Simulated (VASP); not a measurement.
Computed with PBE GGA, VASP's PBE PAW potentials (set 64) (plane waves; VASP 6.6.1).

Input for VASP

**INCAR**
```
ALGO=Normal
EDIFF=1E-6
ENCUT=520
GGA=PE
ISMEAR=0
LASPH=.TRUE.
LCHARG=.TRUE.
LMAXMIX=4
LREAL=.FALSE.
LWAVE=.FALSE.
NELM=100
PREC=Accurate
SIGMA=0.05
SYSTEM=PbSe
```

File POSCAR:
```
PbSe
1
    0.0000000000     3.1077866463     3.1077866463
    3.1077866463     0.0000000000     3.1077866463
    3.1077866463     3.1077866463     0.0000000000
Pb Se
1 1
Direct
  0.0000000000   0.0000000000   0.0000000000
  0.5000000000   0.5000000000   0.5000000000
```

KPOINTS:
```
Automatic mesh
0
Gamma
7 7 7
0 0 0
```

POTCAR, in this order: Pb_d Se (PBE.64 set). Program: vasp_std.

Problem. What will the output report for the number of irreducible k-points (NKPTS), largest plane-wave count, number of space-group operations, FFT grid (NGX, NGY, NGZ)?

Solution. 
```json
{
  "number of irreducible k-points (NKPTS)": "20",
  "largest_plane_wave_count": "1639",
  "number_of_space_group_operations": "48",
  "FFT grid (NGX, NGY, NGZ)": "36 × 36 × 36"
}
```

The compound is PbSe in the rock salt structure. It was relaxed first.
